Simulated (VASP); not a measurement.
# AlN (P6_3mc) in VASP: a series of runs, part 2 of 2

VASP 6.6.1.

**3. Band structure, r2SCAN**

File INCAR:

```
PREC = Accurate
ENCUT = 520
EDIFF = 1E-7
ISMEAR = 0
SIGMA = 0.03
LREAL = False
LASPH = True
NELM = 80
ALGO = Normal
ISIF = 2
LWAVE = False
LCHARG = False
METAGGA = R2SCAN
LMIXTAU = True
NBANDS = 16
```

File KPOINTS:

```
Automatic mesh
0
Gamma
  12 12 6
```

File POSCAR:

```
AlN                                     
1.0
    3.1278661649      0.0000000000      0.0000000000
   -1.5639330824      2.7088115564     -0.0000000000
    0.0000000000     -0.0000000000      5.0159256221
  Al              N             
     2     2
Direct
     0.3333333300000021    0.6666666699999979    0.9992990152342794
     0.6666666699999979    0.3333333300000021    0.4992990152342794
     0.3333333300000021    0.6666666699999979    0.3807009847657231
     0.6666666699999979    0.3333333300000021    0.8807009847657231
```

KPOINTS_OPT is that of step 2.

Potentials or basis: VASP PAW PBE potentials, release 64 (Al, N).

Launch:

```
cat potpaw_PBE.64/Al/POTCAR potpaw_PBE.64/N/POTCAR > POTCAR
mpirun -np 1 vasp_std > vasp.out
```

Wall time 2.4 min (1 thread of Intel Xeon 6975P-C (Granite Rapids), shared host); peak memory 0.21 GiB.

It converged, with:

```yaml
Free_energy: -38.4433 eV
Pressure: -4.6 GPa
Band_gap_on_the_k_mesh: 4.73 eV, direct
Band_gap_along_the_path: 4.73 eV, direct
```

Stress tensor (GPa, compression positive):
```
-4.70  0.00  0.00
 0.00 -4.70  0.00
 0.00  0.00 -4.54
```

Levels at the corners of the path, in eV from the valence-band top:
| point | band 6 | band 7 | band 8 | band 9 | band 10 | band 11 |
| --- | --- | --- | --- | --- | --- | --- |
| Γ | -0.21 | -0.21 | 0.00 | 4.73 | 7.36 | 11.44 |
| M | -2.10 | -1.74 | -0.70 | 6.40 | 6.49 | 8.87 |
| M | -2.10 | -1.74 | -0.70 | 6.40 | 6.49 | 8.87 |
| K | -2.47 | -2.37 | -2.37 | 5.67 | 9.06 | 10.44 |
| K | -2.47 | -2.37 | -2.37 | 5.67 | 9.06 | 10.44 |
| Γ | -0.21 | -0.21 | 0.00 | 4.73 | 7.36 | 11.44 |
| Γ | -0.21 | -0.21 | 0.00 | 4.73 | 7.36 | 11.44 |
| A | -0.55 | -0.55 | -0.55 | 7.07 | 7.07 | 11.14 |
| A | -0.55 | -0.55 | -0.55 | 7.07 | 7.07 | 11.14 |
| L | -1.47 | -1.37 | -1.37 | 5.92 | 5.92 | 10.02 |
| L | -1.47 | -1.37 | -1.37 | 5.92 | 5.92 | 10.02 |
| H | -3.84 | -0.80 | -0.80 | 8.08 | 8.08 | 8.51 |
| H | -3.84 | -0.80 | -0.80 | 8.08 | 8.08 | 8.51 |
| A | -0.55 | -0.55 | -0.55 | 7.07 | 7.07 | 11.14 |
| L | -1.47 | -1.37 | -1.37 | 5.92 | 5.92 | 10.02 |
| M | -2.10 | -1.74 | -0.70 | 6.40 | 6.49 | 8.87 |
| K | -2.47 | -2.37 | -2.37 | 5.67 | 9.06 | 10.44 |
| H | -3.84 | -0.80 | -0.80 | 8.08 | 8.08 | 8.51 |

Caveat: the PAW data sets were made with another functional, which shifts forces and pressure a little.

**4. Band structure, TB-mBJ**

POSCAR is that of step 3.

File INCAR.step1:

```
PREC = Accurate
ENCUT = 520
EDIFF = 1E-5
ISMEAR = 0
SIGMA = 0.03
LREAL = False
LASPH = True
NELM = 80
ALGO = Normal
ISIF = 2
LWAVE = True
LCHARG = False
NBANDS = 16
GGA = PE
```

File INCAR.step2:

```
PREC = Accurate
ENCUT = 520
EDIFF = 1E-7
ISMEAR = 0
SIGMA = 0.03
LREAL = False
LASPH = True
NELM = 80
ALGO = Normal
ISIF = 2
LWAVE = False
LCHARG = False
METAGGA = MBJ
NBANDS = 16
ISTART = 1
```

KPOINTS is that of step 3.

KPOINTS_OPT is that of step 3.

Launch:

```
cat potpaw_PBE.64/Al/POTCAR potpaw_PBE.64/N/POTCAR > POTCAR
cp INCAR.step1 INCAR
mpirun -np 1 vasp_std > vasp.out
cp INCAR.step2 INCAR
mpirun -np 1 vasp_std > vasp.out
```

Wall time 1.7 min (1 thread of Intel Xeon 6975P-C (Granite Rapids), shared host); peak memory 0.21 GiB.

Results (log left out):

| Item | Value |
| --- | --- |
| Band gap on the k mesh | 5.22 eV, direct |
| Band gap along the path | 5.22 eV, direct |

Levels at the corners of the path, in eV from the valence-band top:
| point | band 4 | band 5 | band 6 | band 7 | band 8 | band 9 | band 10 | band 11 | band 12 | band 13 |
| --- | --- | --- | --- | --- | --- | --- | --- | --- | --- | --- |
| Γ | -0.85 | -0.85 | -0.20 | -0.20 | 0.00 | 5.22 | 7.78 | 12.08 | 12.34 | 12.34 |
| M | -3.90 | -3.11 | -2.00 | -1.58 | -0.69 | 7.19 | 7.22 | 9.22 | 11.65 | 12.12 |
| M | -3.90 | -3.11 | -2.00 | -1.58 | -0.69 | 7.19 | 7.22 | 9.22 | 11.65 | 12.12 |
| K | -3.53 | -3.53 | -2.29 | -2.22 | -2.22 | 6.63 | 9.75 | 10.93 | 10.93 | 12.63 |
| K | -3.53 | -3.53 | -2.29 | -2.22 | -2.22 | 6.63 | 9.75 | 10.93 | 10.93 | 12.63 |
| Γ | -0.85 | -0.85 | -0.20 | -0.20 | 0.00 | 5.22 | 7.78 | 12.08 | 12.34 | 12.34 |
| Γ | -0.85 | -0.85 | -0.20 | -0.20 | 0.00 | 5.22 | 7.78 | 12.08 | 12.34 | 12.34 |
| A | -3.08 | -0.54 | -0.54 | -0.54 | -0.54 | 7.48 | 7.48 | 11.61 | 11.61 | 12.62 |
| A | -3.08 | -0.54 | -0.54 | -0.54 | -0.54 | 7.48 | 7.48 | 11.61 | 11.61 | 12.62 |
| L | -5.16 | -1.41 | -1.41 | -1.30 | -1.30 | 6.66 | 6.66 | 10.45 | 10.45 | 13.15 |
| L | -5.16 | -1.41 | -1.41 | -1.30 | -1.30 | 6.66 | 6.66 | 10.45 | 10.45 | 13.15 |
| H | -4.49 | -3.50 | -3.50 | -0.80 | -0.80 | 8.86 | 8.86 | 9.02 | 9.02 | 13.11 |
| H | -4.49 | -3.50 | -3.50 | -0.80 | -0.80 | 8.86 | 8.86 | 9.02 | 9.02 | 13.11 |
| A | -3.08 | -0.54 | -0.54 | -0.54 | -0.54 | 7.48 | 7.48 | 11.61 | 11.61 | 12.62 |
| L | -5.16 | -1.41 | -1.41 | -1.30 | -1.30 | 6.66 | 6.66 | 10.45 | 10.45 | 13.15 |
| M | -3.90 | -3.11 | -2.00 | -1.58 | -0.69 | 7.19 | 7.22 | 9.22 | 11.65 | 12.12 |
| K | -3.53 | -3.53 | -2.29 | -2.22 | -2.22 | 6.63 | 9.75 | 10.93 | 10.93 | 12.63 |
| H | -4.49 | -3.50 | -3.50 | -0.80 | -0.80 | 8.86 | 8.86 | 9.02 | 9.02 | 13.11 |

Caveat: the PAW data sets were made with another functional, which shifts forces and pressure a little.

**5. Band structure, LDA**

Edit INCAR of step 3 so:

```diff
@@ -12,4 +12,3 @@
 LCHARG = False
-METAGGA = R2SCAN
-LMIXTAU = True
+GGA = CA
 NBANDS = 16
```

KPOINTS is that of step 4.

POSCAR is that of step 4.

KPOINTS_OPT is that of step 4.

Potentials or basis: VASP PAW LDA potentials, release 64 (Al, N).

Launch:

```
cat potpaw_LDA.64/Al/POTCAR potpaw_LDA.64/N/POTCAR > POTCAR
mpirun -np 1 vasp_std > vasp.out
```

Wall time 31 s (1 thread of Intel Xeon 6975P-C (Granite Rapids), shared host); peak memory 0.18 GiB.

The run converged. Its results:

```
Free energy             : -32.8066 eV
Pressure                : -7.2 GPa
Band gap on the k mesh  : 4.08 eV, direct
Band gap along the path : 4.08 eV, direct
```

Stress tensor (GPa, compression positive):
```
-7.27  0.00  0.00
 0.00 -7.27  0.00
 0.00  0.00 -7.16
```

Levels at the corners of the path, in eV from the valence-band top:
```csv
point,band 6,band 7,band 8,band 9,band 10,band 11
Γ,-0.20,-0.20,0.00,4.08,6.42,10.33
M,-2.07,-1.77,-0.68,5.61,5.64,7.94
M,-2.07,-1.77,-0.68,5.61,5.64,7.94
K,-2.44,-2.37,-2.37,4.89,8.16,9.44
K,-2.44,-2.37,-2.37,4.89,8.16,9.44
Γ,-0.20,-0.20,0.00,4.08,6.42,10.33
Γ,-0.20,-0.20,0.00,4.08,6.42,10.33
A,-0.53,-0.53,-0.53,6.28,6.28,10.00
A,-0.53,-0.53,-0.53,6.28,6.28,10.00
L,-1.45,-1.36,-1.36,5.14,5.14,8.98
L,-1.45,-1.36,-1.36,5.14,5.14,8.98
H,-3.84,-0.80,-0.80,7.23,7.23,7.60
H,-3.84,-0.80,-0.80,7.23,7.23,7.60
A,-0.53,-0.53,-0.53,6.28,6.28,10.00
L,-1.45,-1.36,-1.36,5.14,5.14,8.98
M,-2.07,-1.77,-0.68,5.61,5.64,7.94
K,-2.44,-2.37,-2.37,4.89,8.16,9.44
H,-3.84,-0.80,-0.80,7.23,7.23,7.60
```

**6. Overview**

| level | potentials or basis | gap on the mesh (eV) | pressure (GPa) |
| --- | --- | --- | --- |
| PBE | VASP PAW PBE potentials, release 64 (Al, N) | 4.06 | 0.1 |
| r2SCAN | VASP PAW PBE potentials, release 64 (Al, N) | 4.73 | -4.6 |
| TB-mBJ | VASP PAW PBE potentials, release 64 (Al, N) | 5.22 | - |
| LDA | VASP PAW LDA potentials, release 64 (Al, N) | 4.08 | -7.2 |

Alike in all rows: task band structure; no spin polarisation; cell as given; k mesh 12 × 12 × 6; cutoff (eV) 520; smearing gaussian 0.03 eV.

Caveats: the PAW data sets were made with another functional, which shifts forces and pressure a little (some runs).

Absolute energies hang on the potentials; compare differences alone.

**7. Comparison with measurements**

Step 2. Against the measured gap of AlN, 6.0343 eV (an exciton energy, a little under the gap; 0 K; quoted in “Structural and optical properties of self-assembled AlN nanowires grown on SiO2/Si substrates by molecular beam epitaxy”, 2024, arxiv:2402.00216), the calculated 4.06 eV is off by -1.97 eV. 2 values of this kind are on record (6.034 to 6.0343 eV); this one was drawn at random. The value is that of PBE, without temperature or zero-point motion. Semilocal functionals fall short of measured gaps as a rule.

Step 3. Against the measured gap of AlN, 6.0343 eV (an exciton energy, a little under the gap; 0 K; quoted in “Structural and optical properties of self-assembled AlN nanowires grown on SiO2/Si substrates by molecular beam epitaxy”, 2024, arxiv:2402.00216), the calculated 4.73 eV is off by -1.30 eV. 2 values of this kind are on record (6.034 to 6.0343 eV); this one was drawn at random. The value is that of r2SCAN, without temperature or zero-point motion.

Step 4. Against the measured gap of AlN, 6.0343 eV (an exciton energy, a little under the gap; 0 K; quoted in “Structural and optical properties of self-assembled AlN nanowires grown on SiO2/Si substrates by molecular beam epitaxy”, 2024, arxiv:2402.00216), the calculated 5.22 eV is off by -0.82 eV. 2 values of this kind are on record (6.034 to 6.0343 eV); this one was drawn at random. The value is that of TB-mBJ, without temperature or zero-point motion.

Step 5. Against the measured gap of AlN, 6.0343 eV (an exciton energy, a little under the gap; 0 K; quoted in “Structural and optical properties of self-assembled AlN nanowires grown on SiO2/Si substrates by molecular beam epitaxy”, 2024, arxiv:2402.00216), the calculated 4.08 eV is off by -1.95 eV. 2 values of this kind are on record (6.034 to 6.0343 eV); this one was drawn at random. The value is that of LDA, without temperature or zero-point motion. Semilocal functionals fall short of measured gaps as a rule.
